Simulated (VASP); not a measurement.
Given:

```
Be3HgSe4
1.0
    5.46147     0.00000     0.00000
    0.00000     5.46147     0.00000
    0.00000     0.00000     5.46147
Hg Se Be
1 4 3
Cartesian
  0.00000   0.00000   0.00000
  1.49923   1.49923   1.49923
  3.96223   3.96223   1.49923
  3.96223   1.49923   3.96223
  1.49923   3.96223   3.96223
  2.73073   2.73073   0.00000
  2.73073   0.00000   2.73073
  0.00000   2.73073   2.73073
```

All values below come from PBE GGA, VASP's PBE PAW potentials (set 64) (plane waves; VASP 6.6.1). Run with 400 eV cut-off, Gaussian smearing of 0.050 eV, potentials Hg Se Be.

Unless said otherwise, spin-orbit coupling is left out, though it shifts the bands of the heavy elements here.

Give the energies of bands 12 to 25 at the high-symmetry points, in eV from the valence-band maximum.

```tsv
band	Γ	X	M	R
12	-4.55	-3.77	-4.16	-5.29
13	-2.65	-3.33	-4.04	-5.29
14	-2.65	-3.25	-2.96	-1.83
15	-2.65	-3.25	-2.86	-1.83
16	-2.54	-2.93	-2.79	-1.38
17	-2.54	-2.34	-2.79	-1.38
18	-2.54	-1.85	-2.08	-1.38
19	0.00	-1.85	-1.10	-0.26
20	0.00	-0.82	-0.57	-0.26
21	0.00	-0.82	-0.57	-0.26
22	1.64	3.22	3.51	1.82
23	2.81	3.77	4.11	3.32
24	2.85	3.95	4.11	3.32
25	2.85	4.48	5.08	3.32
```

The gap is direct, 1.64 eV, from the valence maximum at Γ to the conduction minimum at Γ.

The structure was generated: Be3HgSe4 was put into an ordered model structure (P-43m), which need not be its known phase. It was relaxed first.
